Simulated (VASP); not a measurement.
Output of a VASP run:

OUTCAR:
```
 ion  position               nearest neighbor table
   1  0.688  0.688  0.000-   6 2.62   5 2.62   6 3.22   5 3.22   5 3.55   6 3.55
   2  0.312  0.000  0.667-   6 2.62   4 2.62   6 3.22   4 3.22   6 3.55   4 3.55
   3  0.000  0.312  0.333-   5 2.62   4 2.62   5 3.22   4 3.22   5 3.55   4 3.55
   4  0.514  0.514  0.500-   3 2.62   2 2.62   3 3.22   2 3.22   2 3.55   3 3.55
   5  0.486  0.000  0.167-   3 2.62   1 2.62   3 3.22   1 3.22   3 3.55   1 3.55
   6  0.000  0.486  0.833-   2 2.62   1 2.62   2 3.22   1 3.22   2 3.55   1 3.55
  LATTYP: Found a hexagonal cell.
 ALAT       =     4.4910730000
 C/A-ratio  =     2.2320728254
 Subroutine PRICEL returns:
 Original cell was already a primitive cell.
 Subroutine GETGRP returns: Found  6 space group operations
The static configuration has the point symmetry C_2 .
 The point group associated with its full space group is D_3 .
The dynamic configuration has the point symmetry C_2 .
 Subroutine INISYM returns: Found  6 space group operations
 Subroutine IBZKPT returns following result:
 Found     10 irreducible k-points:

 Following reciprocal coordinates:
            Coordinates               Weight
  0.000000  0.000000  0.000000      1.000000
  0.200000  0.000000  0.000000      6.000000
  0.400000  0.000000  0.000000      6.000000
  0.200000  0.200000  0.000000      6.000000
  0.400000  0.200000  0.000000      6.000000
  0.000000  0.000000  0.500000      1.000000
  0.200000  0.000000  0.500000      6.000000
  0.400000  0.000000  0.500000      6.000000
  0.200000  0.200000  0.500000      6.000000
  0.400000  0.200000  0.500000      6.000000
   k-points           NKPTS =     10   k-points in BZ     NKDIM =     10   number of bands    NBANDS=     32
   number of dos      NEDOS =    301   number of ions     NIONS =      6
   total plane-waves  NPLWV =  47040
   dimension x,y,z NGX =    28 NGY =   28 NGZ =   60
   dimension x,y,z NGXF=    56 NGYF=   56 NGZF=  120
   ions per type =               3   3
   PREC   = accura    normal or accurate (medium, high low for compatibility)
   ISTART =      0    job   : 0-new  1-cont  2-samecut
   ICHARG =      2    charge: 1-file 2-atom 10-const
   ISPIN  =      1    spin polarized calculation?
   LNONCOLLINEAR =      F non collinear calculations
   LSORBIT =      F    spin-orbit coupling
   INIWAV =      1    electr: 0-lowe 1-rand  2-diag
   ENCUT  =  300.0 eV  22.05 Ry    4.70 a.u.   6.34  6.34 14.16*2*pi/ulx,y,z
   NELM   =    100;   NELMIN=  2; NELMDL= -5     # of ELM steps
   EDIFF  = 0.1E-05   stopping-criterion for ELM
   LREAL  =      F    real-space projection
   NLSPLINE    = F    spline interpolate recip. space projectors
   LMAXMIX     =    6 max onsite mixed and CHGCAR
   VOSKOWN=      0    Vosko Wilk Nusair interpolation
   EDIFFG = 0.1E-04   stopping-criterion for IOM
   NSW    =      0    number of steps for IOM
   NBLOCK =      1;   KBLOCK =      1    inner block; outer block
   IBRION =     -1    ionic relax: 0-MD 1-quasi-New 2-CG
   NFREE  =      0    steps in history (QN), initial steepest desc. (CG)
   ISIF   =      2    stress and relaxation
   ISYM   =      2    0-nonsym 1-usesym 2-fastsym
   TEIN   =    0.0    initial temperature
   TEBEG  =    0.0;   TEEND  =   0.0 temperature during run
   SMASS  =  -3.00    Nose mass-parameter (am)
   PSTRESS=    0.0 pullay stress
   NELECT =      54.0000    total number of electrons
   EFERMI =   0.00;   METHOD = LEGACY
   ISMEAR =    -1;   SIGMA  =   0.01  broadening in eV -4-tet -1-fermi 0-gaus
   IALGO  =     38    algorithm
   LDIAG  =      T    sub-space diagonalisation (order eigenvalues)
   IMIX   =      4    mixing-type and parameters
     AMIX     =   0.40;   BMIX     =  1.00
     AMIX_MAG =   1.60;   BMIX_MAG =  1.00
     AMIN     =   0.10
   GGA     = PS    functional components
   VOSKOWN =     0    Vosko Wilk Nusair interpolation
   LHFCALC =     F    Hartree Fock is set to
   LHFONE  =     F    Hartree Fock one center treatment
   AEXX    =    0.0000 exact exchange contribution
   IVDW    =     0    specifies the selected vdW correction
   LEPSILON=     F    determine dielectric tensor
   LRPA    =     F    only Hartree local field effects (RPA)
...
```

**OSZICAR**
```
       N       E                     dE             d eps       ncg     rms          rms(c)
DAV:   1     0.269174324755E+03    0.26917E+03   -0.18089E+04   640   0.963E+02
DAV:   2    -0.883901759953E+00   -0.27006E+03   -0.26566E+03   728   0.276E+02
DAV:   3    -0.133148463329E+02   -0.12431E+02   -0.12385E+02   784   0.607E+01
DAV:   4    -0.134597554101E+02   -0.14491E+00   -0.14489E+00   736   0.603E+00
DAV:   5    -0.134609800746E+02   -0.12247E-02   -0.12246E-02   800   0.581E-01    0.154E+01
DAV:   6    -0.126431412908E+02    0.81784E+00   -0.24155E+00   696   0.141E+01    0.122E+01
DAV:   7    -0.126143822616E+02    0.28759E-01   -0.79465E-01   712   0.418E+00    0.335E+00
DAV:   8    -0.126019854693E+02    0.12397E-01   -0.93990E-02   656   0.258E+00    0.158E+00
DAV:   9    -0.126016262503E+02    0.35922E-03   -0.86998E-03   776   0.662E-01    0.377E-01
DAV:  10    -0.126013661612E+02    0.26009E-03   -0.14066E-03   696   0.310E-01    0.762E-02
DAV:  11    -0.126013694447E+02   -0.32835E-05   -0.25767E-04   736   0.104E-01    0.742E-02
DAV:  12    -0.126013639890E+02    0.54557E-05   -0.44589E-05   720   0.548E-02    0.161E-02
DAV:  13    -0.126013651903E+02   -0.12013E-05   -0.91247E-06   688   0.241E-02    0.460E-02
DAV:  14    -0.126013651579E+02    0.32398E-07   -0.99706E-07   392   0.444E-03
   1 F= -.12601365E+02 E0= -.12601365E+02  d E =-.154538E-10
```

**OUTCAR**
```
------------------------ aborting loop because EDIFF is reached ----------------------------------------
  FORCE on cell =-STRESS in cart. coord.  units (eV):
  Direction    XX          YY          ZZ          XY          YZ          ZX
  --------------------------------------------------------------------------------------
  Total        4.2291611      4.2291626      5.2755183     -0.0000005     -0.0000000     -0.0000000
  in kB       38.6968313     38.6968450     48.2710013     -0.0000050     -0.0000000     -0.0000000
  external PRESSURE =      41.8882259 kB  Pullay stress =       0.0000000 kB
  volume of cell :      175.10
      direct lattice vectors                 reciprocal lattice vectors
     4.491073000  0.000000000  0.000000000     0.222663938  0.128555090  0.000000000
    -2.245537000  3.889384000  0.000000000     0.000000000  0.257110123  0.000000000
     0.000000000  0.000000000 10.024402000     0.000000000  0.000000000  0.099756574
 POSITION                                       TOTAL-FORCE (eV/Angst)
 -----------------------------------------------------------------------------------
      1.54565      2.67714      0.00000        -0.070768     -0.122574     -0.000000
      1.39978      0.00000      6.68294         0.141536     -0.000000      0.000000
     -0.69989      1.21224      3.34146        -0.070768      0.122574     -0.000000
      1.15358      1.99805      5.01220         0.459966      0.796685     -0.000000
      2.18392      0.00000      1.67074        -0.919932      0.000000      0.000000
     -1.09196      1.89133      8.35366         0.459966     -0.796685     -0.000000
 -----------------------------------------------------------------------------------
    total drift:                               -0.001258      0.001976     -0.000026
  FREE ENERGIE OF THE ION-ELECTRON SYSTEM (eV)
  ---------------------------------------------------
  free  energy   TOTEN  =       -12.6013651579 eV

  energy  without entropy=      -12.6013651579  energy(sigma->0) =      -12.60136516
```
(Selected blocks of OUTCAR.)

POSCAR:
```
HgTe
1
    4.4910730000     0.0000000000     0.0000000000
   -2.2455370000     3.8893840000     0.0000000000
    0.0000000000     0.0000000000    10.0244020000
Hg Te
3 3
Direct
  0.6883200000   0.6883200000   0.0000000000
  0.3116800000   0.0000000000   0.6666670000
  0.0000000000   0.3116800000   0.3333330000
  0.5137200000   0.5137200000   0.5000000000
  0.4862800000   0.0000000000   0.1666670000
  0.0000000000   0.4862800000   0.8333330000
```

**Question.** Write an INCAR and KPOINTS that could have produced this output.

**Answer.** Several could match; the one computed here: the input of the run itself, PBEsol GGA, plane waves, VASP's PBE PAW potentials (set 64).

**INCAR**
```
SYSTEM = HgTe
PREC = Accurate; ENCUT = 300; LREAL = F
LASPH = T
EDIFF = 1E-6; NELM = 100; ALGO = Normal
LMAXMIX = 6
ISMEAR = -1; SIGMA = 0.01
GGA = PS
ISIF = 2
LWAVE = F; LCHARG = F
```

KPOINTS:
```
Automatic mesh
0
Gamma
5 5 2
0 0 0
```

POTCAR, in this order: Hg Te (PBE.64 set). Program: vasp_std.

The structure comes from a computed database's HgTe entry; how it stands against other phases isn't given here. The cell was not relaxed at this level, and its volume differs by -5.9 % from the start's.
